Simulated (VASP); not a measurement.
```xyz
3
Lattice="0.0000 2.2911 2.3141 2.2911 0.0000 2.3141 2.2911 2.2911 0.0000" Properties=species:S:1:pos:R:3 pbc="T T T"
Li     1.1456     1.1456     1.1570
Li     3.4367     3.4367     3.4711
O      0.0000     0.0000     0.0000
```

All values below come from r2SCAN meta-GGA, VASP's PBE PAW potentials (set 64) (plane waves; VASP 6.6.1). Numerical set-up: 600 eV cut-off, 8×8×8 Γ-centred mesh, Gaussian smearing of 0.050 eV, potentials Li_sv O.

Problem. Give the stress tensor in GPa (positive for a compressed cell).

Solution. 
```
-1.03   0.00   0.00
 0.00  -1.03   0.00
 0.00   0.00  -2.99
```
The pressure is its mean diagonal, -1.68 GPa.

The compound is Li2O in the antifluorite structure. This cell was strained or had an atom moved on purpose.
